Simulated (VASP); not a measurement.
Level of theory: PBE GGA with D4 dispersion, VASP's PBE PAW potentials (set 64) (plane waves; VASP).

VASP input:

INCAR:
```
SYSTEM  =  FePt
PREC  =  Accurate; ENCUT  =  520; LREAL  =  .FALSE.
LASPH  =  .TRUE.
EDIFF  =  1E-7; NELM  =  100; ALGO  =  Normal
LMAXMIX  =  6
ISMEAR  =  1; SIGMA  =  0.1
GGA  =  PE; IVDW  =  13
MAGMOM  =  2.9 0.3
ISPIN  =  2
IBRION  =  2; NSW  =  30; ISIF  =  4
EDIFFG  =  -0.01
LWAVE  =  .FALSE.; LCHARG  =  .FALSE.; LORBIT  =  10
```

**POSCAR**
```
FePt
1.0
  2.6490149925   0.0000000000   0.0000000000
  0.0000000000   2.6490149925   0.0000000000
  0.0000000000   0.0000000000   3.6512097781
Fe Pt
1 1
Cartesian
  2.6490149925   0.0000000000   0.0000000000
  1.3245074963   1.3245074963   1.8256048891
```

KPOINTS:
```
Automatic mesh
0
Gamma
13 13 10
0 0 0
```

POTCAR, in this order: Fe Pt (PBE.64 set). Program: vasp_std.

What VASP printed:

### OUTCAR
```
 ion  position               nearest neighbor table
   1  0.000  0.000  0.000-   2 2.62   2 2.62   2 2.62   2 2.62   2 2.62   2 2.62   2 2.62   2 2.62
  LATTYP: Found a simple tetragonal cell.
 ALAT       =     2.6490149925
 C/A-ratio  =     1.3783273362
 Subroutine PRICEL returns:
 Original cell was already a primitive cell.
 Subroutine GETGRP returns: Found 16 space group operations
The static configuration has the point symmetry D_4h.
The dynamic configuration has the point symmetry D_4h.
The overall configuration has the point symmetry D_4h.
 Subroutine INISYM returns: Found 16 space group operations
 Subroutine IBZKPT returns following result:
 Found    168 irreducible k-points:

 Following reciprocal coordinates:
            Coordinates               Weight
  0.000000  0.000000  0.000000      1.000000
  0.076923  0.000000  0.000000      4.000000
  0.153846  0.000000  0.000000      4.000000
  0.230769  0.000000  0.000000      4.000000
  0.307692  0.000000  0.000000      4.000000
  0.384615  0.000000  0.000000      4.000000
  0.461538  0.000000  0.000000      4.000000
  0.076923  0.076923  0.000000      4.000000
  0.153846  0.076923  0.000000      8.000000
  0.230769  0.076923  0.000000      8.000000
  0.307692  0.076923  0.000000      8.000000
  0.384615  0.076923  0.000000      8.000000
  0.461538  0.076923  0.000000      8.000000
  0.153846  0.153846  0.000000      4.000000
  0.230769  0.153846  0.000000      8.000000
  0.307692  0.153846  0.000000      8.000000
  0.384615  0.153846  0.000000      8.000000
  0.461538  0.153846  0.000000      8.000000
  0.230769  0.230769  0.000000      4.000000
  0.307692  0.230769  0.000000      8.000000
  0.384615  0.230769  0.000000      8.000000
  0.461538  0.230769  0.000000      8.000000
  0.307692  0.307692  0.000000      4.000000
  0.384615  0.307692  0.000000      8.000000
  0.461538  0.307692  0.000000      8.000000
  0.384615  0.384615  0.000000      4.000000
  0.461538  0.384615  0.000000      8.000000
  0.461538  0.461538  0.000000      4.000000
  0.000000  0.000000  0.100000      2.000000
  0.076923  0.000000  0.100000      8.000000
  0.153846  0.000000  0.100000      8.000000
  0.230769  0.000000  0.100000      8.000000
  0.307692  0.000000  0.100000      8.000000
  0.384615  0.000000  0.100000      8.000000
  0.461538  0.000000  0.100000      8.000000
  0.076923  0.076923  0.100000      8.000000
  0.153846  0.076923  0.100000     16.000000
  0.230769  0.076923  0.100000     16.000000
  0.307692  0.076923  0.100000     16.000000
  0.384615  0.076923  0.100000     16.000000
   k-points           NKPTS =    168   k-points in BZ     NKDIM =    168   number of bands    NBANDS=     15
   number of dos      NEDOS =    301   number of ions     NIONS =      2
   total plane-waves  NPLWV =  11200
   dimension x,y,z NGX =    20 NGY =   20 NGZ =   28
   dimension x,y,z NGXF=    40 NGYF=   40 NGZF=   56
   ions per type =               1   1
   PREC   = accura    normal or accurate (medium, high low for compatibility)
   ISTART =      0    job   : 0-new  1-cont  2-samecut
   ICHARG =      2    charge: 1-file 2-atom 10-const
   ISPIN  =      2    spin polarized calculation?
   LNONCOLLINEAR =      F non collinear calculations
   LSORBIT =      F    spin-orbit coupling
   INIWAV =      1    electr: 0-lowe 1-rand  2-diag
   ENCUT  =  520.0 eV  38.22 Ry    6.18 a.u.   4.93  4.93  6.79*2*pi/ulx,y,z
   NELM   =    100;   NELMIN=  2; NELMDL= -5     # of ELM steps
   EDIFF  = 0.1E-06   stopping-criterion for ELM
   LREAL  =      F    real-space projection
   NLSPLINE    = F    spline interpolate recip. space projectors
...
```

OSZICAR:
```
       N       E                     dE             d eps       ncg     rms          rms(c)
DAV:   1     0.938029539272E+02    0.93803E+02   -0.88311E+03 10431   0.136E+03
DAV:   2    -0.127850949501E+02   -0.10659E+03   -0.95957E+02 10325   0.260E+02
DAV:   3    -0.159509426516E+02   -0.31658E+01   -0.30742E+01 12803   0.543E+01
DAV:   4    -0.159837446419E+02   -0.32802E-01   -0.32794E-01 11444   0.470E+00
DAV:   5    -0.159846090597E+02   -0.86442E-03   -0.86440E-03 13272   0.859E-01    0.188E+01
DAV:   6    -0.164259303668E+02   -0.44132E+00   -0.10357E+01 10758   0.751E+01    0.194E+01
DAV:   7    -0.148739303094E+02    0.15520E+01   -0.77749E+00 12744   0.756E+01    0.984E+00
DAV:   8    -0.147355486647E+02    0.13838E+00   -0.51746E-01 13036   0.119E+01    0.452E+00
DAV:   9    -0.146709394289E+02    0.64609E-01   -0.11637E-01 14699   0.728E+00    0.215E+00
DAV:  10    -0.146583305468E+02    0.12609E-01   -0.33489E-02 15535   0.378E+00    0.674E-01
DAV:  11    -0.146583079221E+02    0.22625E-04   -0.31804E-03 13825   0.864E-01    0.282E-01
DAV:  12    -0.146583518828E+02   -0.43961E-04   -0.13663E-04 13043   0.158E-01    0.110E-01
DAV:  13    -0.146583609433E+02   -0.90604E-05   -0.10382E-04 13515   0.139E-01    0.299E-02
DAV:  14    -0.146583590810E+02    0.18623E-05   -0.98576E-06 14038   0.533E-02    0.113E-02
DAV:  15    -0.146583593681E+02   -0.28711E-06   -0.76692E-07 12722   0.183E-02    0.348E-03
DAV:  16    -0.146583594861E+02   -0.11804E-06   -0.19815E-07  7264   0.108E-02    0.268E-03
DAV:  17    -0.146583594442E+02    0.41878E-07   -0.63835E-08  5677   0.670E-03
   1 F= -.15796448E+02 E0= -.15796767E+02  d E =-.157964E+02  mag=     3.1401
       N       E                     dE             d eps       ncg     rms          rms(c)
DAV:   1    -0.146586735749E+02   -0.31409E-03   -0.14975E-02 11214   0.100E+00    0.112E-01
DAV:   2    -0.146585983754E+02    0.75200E-04   -0.81067E-04 13805   0.731E-01    0.143E-01
DAV:   3    -0.146584688587E+02    0.12952E-03   -0.38554E-04 12834   0.564E-01    0.552E-02
DAV:   4    -0.146584380611E+02    0.30798E-04   -0.46677E-05 13350   0.737E-02    0.227E-02
DAV:   5    -0.146584357354E+02    0.23257E-05   -0.60287E-06 14546   0.521E-02    0.727E-03
DAV:   6    -0.146584354768E+02    0.25855E-06   -0.40690E-07 10854   0.647E-03    0.317E-03
DAV:   7    -0.146584354537E+02    0.23079E-07   -0.54068E-08  5880   0.323E-03
   2 F= -.15796524E+02 E0= -.15796864E+02  d E =-.761707E-04  mag=     3.1386
```

File OUTCAR:
```
------------------------ aborting loop because EDIFF is reached ----------------------------------------
  Edisp (eV):   -1.13809
  FORCE on cell =-STRESS in cart. coord.  units (eV):
  Direction    XX          YY          ZZ          XY          YZ          ZX
  --------------------------------------------------------------------------------------
  Total       2.51468     2.51468     2.52895     0.00000     0.00000     0.00000
  in kB     157.24917   157.24917   158.14126     0.00000     0.00000     0.00000
  external pressure =      157.55 kB  Pullay stress =        0.00 kB
  volume of cell :       25.62
      direct lattice vectors                 reciprocal lattice vectors
     2.647095883  0.000000000  0.000000000     0.377772489 -0.000000000  0.000000000
     0.000000000  2.647095883  0.000000000    -0.000000000  0.377772489  0.000000000
    -0.000000000 -0.000000000  3.656505854    -0.000000000  0.000000000  0.273485136
 POSITION                                       TOTAL-FORCE (eV/Angst)
 -----------------------------------------------------------------------------------
      0.00000      0.00000      0.00000         0.000000      0.000000      0.000000
      1.32355      1.32355      1.82825        -0.000000     -0.000000      0.000000
 -----------------------------------------------------------------------------------
    total drift:                               -0.000000      0.000000      0.000000
  FREE ENERGIE OF THE ION-ELECTRON SYSTEM (eV)
  ---------------------------------------------------
  free  energy   TOTEN  =       -15.7965237068 eV

  energy  without entropy=      -15.7975442478  energy(sigma->0) =      -15.79686389

 total charge

# of ion       s       p       d       tot
------------------------------------------
    1        0.437   0.515   6.199   7.151
    2        0.757   0.764   8.107   9.628
--------------------------------------------------
tot          1.194   1.279  14.306  16.780

 magnetization (x)

# of ion       s       p       d       tot
------------------------------------------
    1        0.003  -0.005   2.788   2.785
    2       -0.025  -0.070   0.409   0.315
--------------------------------------------------
tot         -0.022  -0.075   3.197   3.100

 reached required accuracy - stopping structural energy minimisation
```
(Selected blocks of OUTCAR.)

### CONTCAR
```
FePt
   1.00000000000000
     2.6470958831031659    0.0000000000000000    0.0000000000000000
     0.0000000000000000    2.6470958831031659    0.0000000000000000
    -0.0000000000000000   -0.0000000000000000    3.6565058544956188
  Fe              Pt
     1     1
Direct
     0.0000000000000000    0.0000000000000000    0.0000000000000000
     0.5000000000000000    0.5000000000000000    0.5000000000000000
```

The compound is FePt in the L1_0 structure. This cell is one point of a volume scan, at 0.94 of the reference volume. Symmetry was kept, so distortions that lower it aren't found.
